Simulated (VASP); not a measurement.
Given:

```
LiCl
1.0
    0.00000     2.55467     2.55467
    2.55467     0.00000     2.55467
    2.55467     2.55467     0.00000
Li Cl
1 1
Direct
  0.00000   0.00000   0.00000
  0.50000   0.50000   0.50000
```

Calculation: optB88-vdW, VASP's PBE PAW potentials (set 64) (plane waves; VASP). Run with 520 eV cut-off, 9×9×9 Γ-centred mesh, Gaussian smearing of 0.050 eV, potentials Li_sv Cl.

Task: Give the energy at these volumes per atom, relative to the lowest: 15.60, 16.10, 16.60, 17.10, 17.60 Å³.

Result: 8.4, 2.2, 0.0, 1.1, 5.0 meV/atom. A third-order Birch-Murnaghan fit gives B0 = 34.9 GPa and B0′ = 4.7.

The compound is LiCl in the rock salt structure. It was relaxed first.
